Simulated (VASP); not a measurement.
Consider the following.

```xyz
2
Lattice="1.5287 -2.6478 0.0000 1.5287 2.6478 0.0000 0.0000 0.0000 5.6445" Properties=species:S:1:pos:R:3 pbc="T T T"
Cd     1.5287     0.8826     1.4111
Cd     1.5287    -0.8826     4.2334
```

Level of theory: PBE GGA with D4 dispersion, VASP's PBE PAW potentials (set 64) (plane waves; VASP). Settings: 520 eV cut-off, 14×14×7 Γ-centred mesh, first-order Methfessel-Paxton smearing of 0.10 eV, potentials Cd.

Task: Estimate the energy per atom (σ→0), pressure, band gap (on the k-mesh) with the smallest direct gap where there is one.

Result: 
| Item | Result |
|---|---|
| band gap (on the k-mesh) | none (metal, semimetal or under 0.01 eV) |
| energy per atom (σ→0) | -1.129 eV/atom |
| pressure | -2.53 GPa |

The absolute energy has meaning only against runs of the same code, potentials and settings.

The compound is Cd in the hcp structure. This cell is one point of a volume scan, at 1.06 of the reference volume.
